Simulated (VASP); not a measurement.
VASP ran on this input.

POSCAR:
```
PdIn
1
    3.3150000000     0.0000000000     0.0000000000
    0.0000000000     3.3150000000     0.0000000000
    0.0000000000     0.0000000000     3.3150000000
In Pd
1 1
Direct
  0.5000000000   0.5000000000   0.5000000000
  0.0000000000   0.0000000000   0.0000000000
```

### KPOINTS
```
Automatic mesh
0
Gamma
8 8 8
0 0 0
```

### INCAR
```
SYSTEM = PdIn
PREC = Accurate
ENCUT = 400
EDIFF = 1E-6
NELM = 100
ALGO = Normal
LREAL = .FALSE.
LASPH = .TRUE.
ISMEAR = 1
SIGMA = 0.1
GGA = PE
LMAXMIX = 4
LWAVE = .FALSE.
LCHARG = .FALSE.
ISIF = 2
LEPSILON = .TRUE.
```

POTCAR, in this order: In_d Pd (PBE.64 set). Program: vasp_std.

The resulting files:

standard output:
```
...
  Direction:   3
       N       E                     dE             d eps       ncg     rms          rms(c)
RMM:   1    -0.578521299882E+00   -0.57852E+00   -0.20004E+00  1588   0.641E+00
RMM:   2    -0.627794222019E+00   -0.49273E-01   -0.49915E-02  1763   0.152E+00
RMM:   3    -0.628569835723E+00   -0.77561E-03   -0.40155E-03  1909   0.460E-01
RMM:   4    -0.628658589884E+00   -0.88754E-04   -0.30374E-04  1822   0.126E-01
RMM:   5    -0.628667555446E+00   -0.89656E-05   -0.42133E-05  1841   0.464E-02
RMM:   6    -0.628668816003E+00   -0.12606E-05   -0.68668E-06  1702   0.165E-02
RMM:   7    -0.628668875196E+00   -0.59193E-07   -0.12881E-06  1452   0.712E-03
 change of polarisation eV/A/(eV/A) component  3 :     0.000    -0.001     1.257
 dielectric tensor                  component  3 :     0.000    -0.005     7.246
 Linear response to external field, progress :
  Direction:   1
       N       E                     dE             d eps       ncg     rms          rms(c)
RMM:   1    -0.813283306120E+00   -0.81328E+00   -0.29631E+00  3514   0.698E+00
RMM:   2    -0.961899170970E+00   -0.14862E+00   -0.66420E-02  3836   0.166E+00    0.705E-01
RMM:   3    -0.953858001256E+00    0.80412E-02   -0.25152E-02  3871   0.932E-01    0.455E-01
RMM:   4    -0.953397429283E+00    0.46057E-03   -0.96905E-03  3856   0.588E-01    0.166E-01
RMM:   5    -0.953655824332E+00   -0.25840E-03   -0.64214E-04  3918   0.234E-01    0.496E-02
RMM:   6    -0.953766609818E+00   -0.11079E-03   -0.74919E-05  4070   0.716E-02    0.158E-02
RMM:   7    -0.953790403456E+00   -0.23794E-04   -0.12867E-05  4046   0.291E-02    0.355E-03
RMM:   8    -0.953798050565E+00   -0.76471E-05   -0.15617E-05  4005   0.122E-02    0.259E-03
RMM:   9    -0.953800190436E+00   -0.21399E-05   -0.48207E-06  3480   0.451E-03    0.245E-03
RMM:  10    -0.953802295438E+00   -0.21050E-05   -0.34009E-07  2657   0.202E-03    0.577E-04
RMM:  11    -0.953802760572E+00   -0.46513E-06   -0.66236E-08  2449   0.120E-03    0.129E-04
 change of polarisation eV/A/(eV/A) component  1 :     1.903    -0.551     0.000
 dielectric tensor                  component  1 :    10.452    -2.735     0.000
 Linear response to external field, progress :
  Direction:   2
       N       E                     dE             d eps       ncg     rms          rms(c)
RMM:   1    -0.813284160913E+00   -0.81328E+00   -0.29631E+00  3513   0.698E+00
RMM:   2    -0.961898903632E+00   -0.14861E+00   -0.66526E-02  3834   0.166E+00    0.705E-01
RMM:   3    -0.953857797201E+00    0.80411E-02   -0.25169E-02  3866   0.932E-01    0.456E-01
RMM:   4    -0.953397175405E+00    0.46062E-03   -0.96879E-03  3856   0.588E-01    0.166E-01
RMM:   5    -0.953655987394E+00   -0.25881E-03   -0.64458E-04  3911   0.235E-01    0.496E-02
RMM:   6    -0.953766617011E+00   -0.11063E-03   -0.76874E-05  4071   0.718E-02    0.159E-02
RMM:   7    -0.953790503291E+00   -0.23886E-04   -0.20758E-05  4035   0.293E-02    0.355E-03
RMM:   8    -0.953798211338E+00   -0.77080E-05    0.72143E-06  4008   0.123E-02    0.261E-03
RMM:   9    -0.953800431743E+00   -0.22204E-05   -0.22078E-06  3492   0.454E-03    0.244E-03
RMM:  10    -0.953802561311E+00   -0.21296E-05    0.30565E-07  2669   0.202E-03    0.601E-04
RMM:  11    -0.953802980359E+00   -0.41905E-06   -0.21305E-07  2436   0.120E-03    0.104E-04
 change of polarisation eV/A/(eV/A) component  2 :    -0.549     1.903    -0.001
 dielectric tensor                  component  2 :    -2.728    10.452    -0.007
 Linear response to external field, progress :
  Direction:   3
       N       E                     dE             d eps       ncg     rms          rms(c)
RMM:   1    -0.813784180236E+00   -0.81378E+00   -0.29681E+00  3505   0.696E+00
RMM:   2    -0.961898923998E+00   -0.14811E+00   -0.66213E-02  3832   0.166E+00    0.706E-01
RMM:   3    -0.953857874783E+00    0.80410E-02   -0.25069E-02  3849   0.931E-01    0.456E-01
RMM:   4    -0.953398461709E+00    0.45941E-03   -0.97593E-03  3844   0.591E-01    0.166E-01
RMM:   5    -0.953652677013E+00   -0.25422E-03   -0.64955E-04  3905   0.236E-01    0.498E-02
RMM:   6    -0.953766337582E+00   -0.11366E-03   -0.74995E-05  4066   0.717E-02    0.156E-02
RMM:   7    -0.953790356626E+00   -0.24019E-04   -0.16487E-05  4031   0.290E-02    0.352E-03
RMM:   8    -0.953797993735E+00   -0.76371E-05    0.36803E-06  4008   0.119E-02    0.263E-03
RMM:   9    -0.953800225121E+00   -0.22314E-05   -0.15766E-06  3487   0.451E-03    0.242E-03
RMM:  10    -0.953802407714E+00   -0.21826E-05    0.34915E-07  2653   0.202E-03    0.585E-04
RMM:  11    -0.953802700472E+00   -0.29276E-06   -0.89671E-08  2334   0.115E-03    0.101E-04
 change of polarisation eV/A/(eV/A) component  3 :    -0.055    -0.496     1.903
 dielectric tensor                  component  3 :    -0.273    -2.463    10.452
 Born effective charges drift removed
```

File OUTCAR:
```
------------------------ aborting loop because EDIFF is reached ----------------------------------------

 HEAD OF MICROSCOPIC STATIC DIELECTRIC TENSOR (INDEPENDENT PARTICLE, excluding Hartree and local field effects)
 ------------------------------------------------------
          10.579543     0.000000     0.000000
           0.000000    10.579543    -0.000000
          -0.000000     0.000000    10.579543
 ------------------------------------------------------

 MACROSCOPIC STATIC DIELECTRIC TENSOR (including local field effects in DFT)
 ------------------------------------------------------
          10.451926     0.000000     0.000000
           0.000000    10.451926     0.000000
          -0.000000    -0.000000    10.451926
 ------------------------------------------------------

 PIEZOELECTRIC TENSOR (including local field effects)  for field in x, y, z        (e  Angst)
          XX          YY          ZZ          XY          YZ          ZX
  --------------------------------------------------------------------------------
  x     0.00000     0.00000     0.00000     0.00000     0.00000     0.00000
  y     0.00000     0.00000     0.00000     0.00000     0.00000     0.00000
  z     0.00000     0.00000     0.00000     0.00000     0.00000     0.00000

 PIEZOELECTRIC TENSOR (including local field effects)  for field in x, y, z        (C/m^2)
          XX          YY          ZZ          XY          YZ          ZX
  --------------------------------------------------------------------------------
  x     0.00000     0.00000     0.00000     0.00000     0.00000     0.00000
  y     0.00000     0.00000     0.00000     0.00000     0.00000     0.00000
  z     0.00000     0.00000     0.00000     0.00000     0.00000     0.00000

 BORN EFFECTIVE CHARGES (including local field effects) (in |e|, cummulative output)
 ---------------------------------------------------------------------------------
 ion    1
    1     2.73916     0.00000     0.00000
    2     0.00000     2.73916     0.00000
    3     0.00000     0.00000     2.73916
 ion    2
    1    -2.73916    -0.00000     0.00000
    2    -0.00000    -2.73916    -0.00000
    3     0.00000    -0.00000    -2.73916
```
(Selected blocks of OUTCAR.)

The run ends quietly. Is anything wrong with it?

The cause: LEPSILON was set for a metal. The run ends without an error. Against the sound run, the energy per atom (σ→0) hardly moves; the pressure stays essentially unchanged. To mend it, drop LEPSILON, since a metal has no finite static dielectric tensor or Born charges. The plain static run on this cell (PBE GGA, plane waves, VASP's PBE PAW potentials (set 64)) converges, and its OSZICAR ends with
```
   1 F= -.87435071E+01 E0= -.87427178E+01  d E =-.236816E-02
```

The compound is PdIn in the CsCl type structure. The cell was not relaxed at this level. The electron count is odd and the run is not spin-polarised, which forces a metal.
